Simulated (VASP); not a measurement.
# RbLiMg6: equation of state with PBE

The system is RbLiMg6.

```xyz
8
Lattice="5.3095 0.0000 0.0000 0.0000 3.5179 5.9399 0.0000 -3.5179 5.9399" Properties=species:S:1:pos:R:3 pbc="T T T"
Rb    2.6548    0.0000    8.0056
Mg    2.6548    0.0000    1.9350
Mg    2.6548    1.7511    5.0026
Mg    2.6548   -1.7511    5.0026
Mg    0.0000    0.0000    3.9491
Mg    0.0000    1.9833    6.7670
Mg    0.0000   -1.9833    6.7670
Li    0.0000    0.0000   10.0906
```

The cell comes from a database or a generator and needn't be the stable form of this composition.

```
Program             : VASP 6.6.1
Task                : equation of state
Functional          : PBE
Potentials or basis : VASP PAW PBE potentials, release 64 (Rb_sv, Mg, Li_sv)
Cutoff              : 520 eV
k mesh              : 5 × 5 × 5
Occupations         : fermi-dirac, width 0.05 eV
Spin                : no spin polarisation
```

```
Equilibrium volume                        : 27.67 Å³/atom
Bulk modulus at fixed shape and positions : 22 GPa
Pressure derivative of the bulk modulus   : 4.1
```

Energy against volume, from the lowest point:
| volume (Å³/atom) | energy (meV/atom) |
| --- | --- |
| 26.073 | 6.88 |
| 26.627 | 2.83 |
| 27.182 | 0.59 |
| 27.737 | 0.00 |
| 28.292 | 0.89 |
| 28.846 | 3.11 |
| 29.401 | 6.54 |

All runs of the series together: 21 min on 1 thread of Intel(R) Xeon(R) Platinum 8259CL CPU @ 2.50GHz (Skylake/Cascade Lake) (shared host).

Caveat: the cutoff is under 1.25 times the usual one of these potentials, so pressure, stress and relaxed cells hold a basis-set (Pulay) error; the cell was scaled at fixed shape and fractional positions, which overstates the stiffness of a crystal with free parameters, most of all of layers and chains.
